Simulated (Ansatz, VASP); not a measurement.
# Cross-check of H2CClF between VASP and Ansatz

Aim: how closely do two programs agree when they are given the same cell, functional and k mesh? The cell is taken from a series of runs on this material, whose earlier steps may have relaxed, scaled, displaced or heated it; both programs get it as it stands.

Method: plane waves, with VASP 6.6.1 beside it; G0W0 gap at LDA, in Ansatz 0.2.0.

## Step 1: Starting point

The structure is monoclinic, space group P2_1 (No. 4). The conventional cell has a = 5.021 Å, b = 4.148 Å, c = 6.768 Å, α = 90.00°, β = 108.21°, γ = 90.00°. Nearest to H lie 1 C at 1.09 Å. Nearest to C lie 2 H at 1.09 Å and 1 F at 1.38 Å and 1 Cl at 1.79 Å. Cl has 1 C at 1.79 Å nearest. Nearest to F lie 1 C at 1.38 Å. Farther neighbours and most contacts between anions are not listed.

## Step 2: Ansatz: G0W0 gap, LDA

Ansatz runs on its PAW soft_1 files.

Quasiparticle shifts depend on high empty states and on the cores, so they are the hardest test of two PAW sets.

Contents of input.yaml:

```yaml
crystal:
  lattice:
    - [5.0206, 0.0, 0.0]
    - [0.0, 4.1477, 0.0]
    - [-2.1143188253, 0.0, 6.4288463713]
  atoms:
    - { symbol: H, position: [0.2852960594, 0.3914791351, 0.1553943381] }
    - { symbol: H, position: [0.7147039406, 0.8914791351, 0.8446056619] }
    - { symbol: H, position: [0.5707653094, 0.1078566959, 0.2708502709] }
    - { symbol: H, position: [0.4292346906, 0.6078566959, 0.7291497291] }
    - { symbol: C, position: [0.3460283809, 0.1408088981, 0.1943138297] }
    - { symbol: C, position: [0.6539716191, 0.6408088981, 0.8056861703] }
    - { symbol: Cl, position: [0.1663619786, 0.0024810456, 0.3682784982] }
    - { symbol: Cl, position: [0.8336380214, 0.5024810456, 0.6317215018] }
    - { symbol: F, position: [0.264389849, 0.9578742253, 0.0148699962] }
    - { symbol: F, position: [0.735610151, 0.4578742253, 0.9851300038] }
kpoints:
  mp_grid: { grid: [2, 4, 2] }
hamiltonian:
  xc: lda
  pseudopotentials: { kind: paw, azcp: { folder: soft_1 }, xc_functional: pbe }
scf:
  occupations: { method: fixed }
gw:
  n_empty_bands: 303
  ecut_chi: 100
  qp_bands: [v3, c3]
  qp_kpoints: band_edges
  screening: { model: contour_deformation }
```

Run with:

```
$ ansatz run input.yaml --threads 2 --pin off --max-ram 92160MiB --backend cuda --events-out ev --progress --plain --runs-dir out --devices 1 --max-vram 13GiB
```

Numbers of over 12 decimals in the logs are rounded to 6 here.

Log:

```text
GPUs: using 1 of 1 available (devices: 1).
Engine: ansatz 0.2.0, x86_64-unknown-linux-gnu
Pseudopotentials: kind: paw
Pseudopotential: H, paw, valence charge 1, recommended cutoff 420 eV (normal), soft_1/H.paw.azcp
Pseudopotential: C, paw, valence charge 4, recommended cutoff 420 eV (normal), soft_1/C.paw.azcp
Pseudopotential: Cl, paw, valence charge 7, recommended cutoff 420 eV (normal), soft_1/Cl.paw.azcp
Pseudopotential: F, paw, valence charge 7, recommended cutoff 420 eV (normal), soft_1/F.paw.azcp
Functional definition: SPW92
  exchange = slater_x
  correlation = pw_c
device memory: the entry about to start is reckoned to put 1.0 GiB on a device that reports 66.4 GiB free (of which the cap on the GPU budget leaves the run 13.0 GiB)
GPU FFT provider: cuFFT
GPU libraries: cuBLAS 13.8.2, cuFFT 12.4.0, cuSOLVER 12.3.4
Crystal: 10 atoms, lattice volume = 133.874 Å³
Basis set: ecut = 420 eV, 2603 PW (Γ)
Bands: 30, of which v1, the nominal top of the filled ones, is band 20 counted from 1 (19 counted from 0)
Symmetry: 2 space group operations
Space group: P21 (ITA 4), of the structure as read, at distance tolerance 5.1e-5 Å
k-points: 12 of 16 (time reversal used)
Non-local potential: H, projectors of the file, l = 0: 2, l = 1: 1
Non-local potential: C, projectors of the file, l = 0: 2, l = 1: 2, l = 2: 1
Non-local potential: Cl, projectors of the file, l = 0: 2, l = 1: 2, l = 2: 1
Non-local potential: F, projectors of the file, l = 0: 2, l = 1: 2, l = 2: 1
PAW form: soft (Blöchl's): semilocal exchange-correlation on the pseudo side does not see the compensation charge
PAW frozen core: C, regenerated for the run's functional, and the local potential with it (the file was generated under x = pbe(κ = 0.804, μ = 0.219515), c = pbe(β = 0.066725))
PAW frozen core: Cl, regenerated for the run's functional, and the local potential with it (the file was generated under x = pbe(κ = 0.804, μ = 0.219515), c = pbe(β = 0.066725))
PAW frozen core: F, regenerated for the run's functional, and the local potential with it (the file was generated under x = pbe(κ = 0.804, μ = 0.219515), c = pbe(β = 0.066725))
PAW one-centre angular grid: H, 110 points (default); XC on 64 Gauss nodes
PAW one-centre angular grid: C, 110 points (default); XC on 64 Gauss nodes
PAW one-centre angular grid: Cl, 110 points (default); XC on 64 Gauss nodes
PAW one-centre angular grid: F, 110 points (default); XC on 64 Gauss nodes
Initial density: superposition of atomic densities (chi_scale 0.1, normalization cell, long waves kept (reshape's long-wave potential 0.59 eV rms))
Initial wavefunctions: pseudopotential atomic-orbital guess
GPU buffer pool allocated for 51840 grid points (all kernels)
GPU transforms: local potential and band sums: pruned to the plane-wave sphere, on 36×27×45
Functional: x = slater, c = lda
SCF iter   1: F=—  HF=-4230.514253 eV  |F-HF|=—  |Δ(HF+E_count)|=         —  Δρ=1.27e-1  dr2=2.01e1  ethr=3.10e-3  ⟨swp⟩=5.1  Hψ=1515  notcnv=0  defer=95
preconditioner: auto → Resta (q_TF=auto, 2.231 Å⁻¹)  ε∞=3.1  [insulator: Δε(μ)=4.169 eV  Ē_g=13.287 eV  n_scr=26 (ndim 8)  ℏωp=19.3 eV  f_vac=0.036  ε∞_Penn≈3.1]
SCF iter   2: F=—  HF=-4225.175836 eV  |F-HF|=—  |Δ(HF+E_count)|=    5.34e0  Δρ=6.27e-2  dr2=2.79e0  ethr=3.10e-3  ⟨swp⟩=3.9  Hψ=929  notcnv=0  defer=94
SCF iter   3: F=—  HF=-4224.311437 eV  |F-HF|=—  |Δ(HF+E_count)|=   8.64e-1  Δρ=2.19e-2  dr2=5.84e-1  ethr=3.10e-3  ⟨swp⟩=2.0  Hψ=792  notcnv=0  defer=73
SCF iter   4: F=—  HF=-4224.070554 eV  |F-HF|=—  |Δ(HF+E_count)|=   2.41e-1  Δρ=3.61e-3  dr2=2.04e-2  ethr=1.46e-3  ⟨swp⟩=2.2  Hψ=631  notcnv=0  defer=95
SCF iter   5: F=—  HF=-4224.067973 eV  |F-HF|=—  |Δ(HF+E_count)|=   2.58e-3  Δρ=1.57e-3  dr2=3.08e-3  ethr=5.11e-5  ⟨swp⟩=2.1  Hψ=497  notcnv=0  defer=96
SCF iter   6: F=—  HF=-4224.068256 eV  |F-HF|=—  |Δ(HF+E_count)|=   2.83e-4  Δρ=3.71e-4  dr2=1.97e-4  ethr=7.71e-6  ⟨swp⟩=2.9  Hψ=497  notcnv=0  defer=96
SCF iter   7: F=—  HF=-4224.068260 eV  |F-HF|=—  |Δ(HF+E_count)|=   3.60e-6  Δρ=9.23e-5  dr2=1.04e-5  ethr=4.92e-7  ⟨swp⟩=2.0  Hψ=438  notcnv=0  defer=95
SCF iter   8: F=—  HF=-4224.068266 eV  |F-HF|=—  |Δ(HF+E_count)|=   6.38e-6  Δρ=1.89e-5  dr2=4.95e-7  ethr=2.60e-8  ⟨swp⟩=2.8  Hψ=632  notcnv=0  defer=76
SCF iter   9: F=-4224.068266 eV  HF=-4224.068266 eV  |F-HF|=1.12e-8  |Δ(HF+E_count)|=   2.00e-7  Δρ=3.53e-6  dr2=2.30e-8  ethr=2.50e-10  ⟨swp⟩=12.5  Hψ=2064  notcnv=0
SCF 1 converged in 9 iterations: F = -4224.068266 eV  dr2 = 2.30e-8
  greatest PAW one-centre occupation: 0.927 electrons in one spin orbital (limit 2), on the F atom at site 9 (counted from 0), in its partial waves of l = 0
device memory: the entry about to start is reckoned to put 1.1 GiB (of the 1.1 GiB reckoned in all, the device holds 0.1 GiB already) on a device that reports 70.7 GiB free (of which the cap on the GPU budget leaves the run 12.9 GiB)
NSCF: frozen V_eff on 12 k-points, pencils in batches of 32, up to order 120
[...]
NSCF: frozen V_eff on 1 k-points
SCF converged after 9 iterations
Free energy (F): -4224.068266 eV
Harris-Foulkes:  -4224.068266 eV  (|F-HF|=1.12e-8)
Internal energy: -4224.068266 eV  (E = F + TS)
E sigma→0 (E₀):  -4224.068266 eV
Fermi energy:    -0.817190 eV
--- Per-component energies (eV) ---
  E_band       = -309.955567
  E_kinetic    = 920.747467
  E_local      = -2731.156460  (includes V_loc(G=0)·N_el)
  E_nonlocal   = 295.701881
  E_hartree    = 980.309053
  E_xc         = -485.941352
  E_vxc        = -581.090653  (∫ρ·V_xc dr)
  E_paw        = -1820.281266  (= ΣΔE_a)
  E_vpaw       = -174.773828  (= ΣTr[D̂ρ^β])
  E_aug_tail   = -0.002650  (compensation charges beyond the density's cutoff)
  E_ewald      = -1384.178092
  E_core_change = 0.733152  (= ΣΔE_core)
  E_smearing   = -0.000000  (= −TS)
  E_closure    = 0.000000  (closes the sum)
  Σ components = -4224.068266   (vs F -4224.068266, Δ=0.00e0)
--- Band table (eV; the first three rows and the last of 12) ---
  k-point 0: bands = [... 16 lower, -1.6353, -1.6225, -1.5910, -1.0958, 5.2924, 5.5665, 5.8383, 7.0854, ... 6 higher]
  k-point 1: bands = [... 16 lower, -1.7953, -1.4896, -1.4723, -1.1367, 5.3522, 5.3890, 6.1119, 6.5540, ... 6 higher]
  k-point 2: bands = [... 16 lower, -1.7242, -1.6569, -1.4486, -1.0673, 5.2465, 5.5908, 6.2103, 7.1845, ... 6 higher]
  k-point 11: bands = [... 16 lower, -1.6496, -1.6496, -0.8231, -0.8231, 5.4986, 5.4986, 6.6667, 6.6667, ... 6 higher]
--- G₀W₀: contour deformation, 5 samples at zero and on the imaginary axis and 1 off it, 16 q-points, 303 empty bands' worth ---
  eigenvalues of the whole cell's RPA ε∞ on this k-mesh (on a slab, of 1 + 4πα/V) = 2.0951, 2.1052, 2.4608; static W/v taken at q = 0 is 0.445451
  bands read: the sum over 323 bands ends inside a degenerate multiplet in 4 slots, whose members it reads at an even weight; the widest, k=4: bands 323 to 324 (counted from 1) at 1/2 each
  gw.qp_kpoints: band_edges: 12 of 12 stored k-points solved, in 1 pass; an edge of the gap read off the rows below is read off those points alone
    ik  band        ε_KS         Σx   Σc(E_QP)       V_xc       Z   E_QP_lin       E_QP  E_QP is
     0    18     -1.6225   -21.6887     2.8662   -16.9473  0.8044    -3.5377    -3.4976  root
     0    19     -1.5910   -20.7036     2.7283   -16.0381  0.8057    -3.5728    -3.5282  root
     0    20     -1.0958   -21.0604     2.6218   -16.5399  0.8098    -3.0330    -2.9944  root
     0    21      5.2924    -8.4332    -3.7717   -14.3067  0.8337     7.4325     7.3941  root
     0    22      5.5665    -8.6767    -3.8811   -14.6932  0.8294     7.7439     7.7019  root
     0    23      5.8383    -6.2052    -3.4997   -11.3942  0.8533     7.5498     7.5275  root
     1    18     -1.4896   -21.4249     2.7856   -16.7160  0.8081    -3.4541    -3.4129  root
     1    19     -1.4723   -20.6708     2.7053   -16.0111  0.8071    -3.4712    -3.4267  root
     1    20     -1.1367   -21.1945     2.5979   -16.7459  0.8081    -3.0241    -2.9875  root
     1    21      5.3522    -7.7580    -3.6684   -13.4066  0.8397     7.3653     7.3324  root
     1    22      5.3890    -9.1884    -4.0036   -15.4492  0.8262     7.6932     7.6462  root
     1    23      6.1119    -5.8591    -3.4415   -10.9162  0.8549     7.7477     7.7274  root
     2    18     -1.6569   -21.9050     2.9130   -17.1114  0.8044    -3.5778    -3.5375  root
     2    19     -1.4486   -21.0251     2.7752   -16.2987  0.8082    -3.4432    -3.3997  root
     2    20     -1.0673   -21.4839     2.7209   -16.8443  0.8108    -3.0249    -2.9861  root
     2    21      5.2465    -8.3917    -3.7409   -14.2055  0.8348     7.3561     7.3194  root
     2    22      5.5908    -8.9926    -3.9622   -15.1581  0.8266     7.8399     7.7940  root
     2    23      6.2103    -6.7920    -3.7209   -12.4026  0.8460     8.1305     8.1000  root
     3    18     -1.6146   -21.2206     2.7342   -16.5952  0.8065    -3.5463    -3.5059  root
     3    19     -1.3649   -21.2145     2.7954   -16.4595  0.8089    -3.3676    -3.3245  root
     3    20     -1.1563   -21.2773     2.6928   -16.6763  0.8101    -3.1034    -3.0645  root
     3    21      5.3845    -9.0868    -3.9317   -15.2352  0.8274     7.6460     7.6013  root
     3    22      5.4533    -7.9047    -3.7419   -13.6947  0.8368     7.5377     7.5014  root
     3    23      6.5359    -8.2567    -3.9262   -14.3305  0.8358     8.7276     8.6836  root
[...]
10    22      5.5238    -9.2818    -3.9621   -15.4633  0.8254     7.7895     7.7432  root
    10    23      6.3746    -6.2206    -3.6114   -11.6951  0.8530     8.2662     8.2377  root
    11    18     -1.6496   -22.0195     2.8763   -17.2795  0.8057    -3.5519    -3.5134  root
    11    19     -0.8231   -21.8383     2.7644   -17.1444  0.8124    -2.7906    -2.7526  root
    11    20     -0.8231   -21.8383     2.7644   -17.1444  0.8124    -2.7906    -2.7526  root
    11    21      5.4986    -9.1899    -3.9324   -15.3386  0.8276     7.7605     7.7150  root
    11    22      5.4986    -9.1899    -3.9324   -15.3386  0.8276     7.7605     7.7150  root
    11    23      6.6667    -6.8379    -3.7616   -12.5620  0.8449     8.6635     8.6292  root
```

In the SCF lines HF is the Harris–Foulkes energy and dr2 the Hartree energy of the density residual, in eV; the loop may stop once dr2 is under the threshold and the program's other checks hold. Hψ counts applications of the Hamiltonian.

(Continued in part 2 of 2.)

[Lines on the potential files, build, host, timing and source positions are cut from VASP's logs without a mark.]

[Logs are printed without paths, hosts, clocks, repeated set-up lines and the standing remarks that a program may print on its own settings, such as how far it seeks lower states.]

[Hosts, paths, dates, database ids (printed as entryN), source tags and the programs' standing remarks are cut or masked in the printed files.]
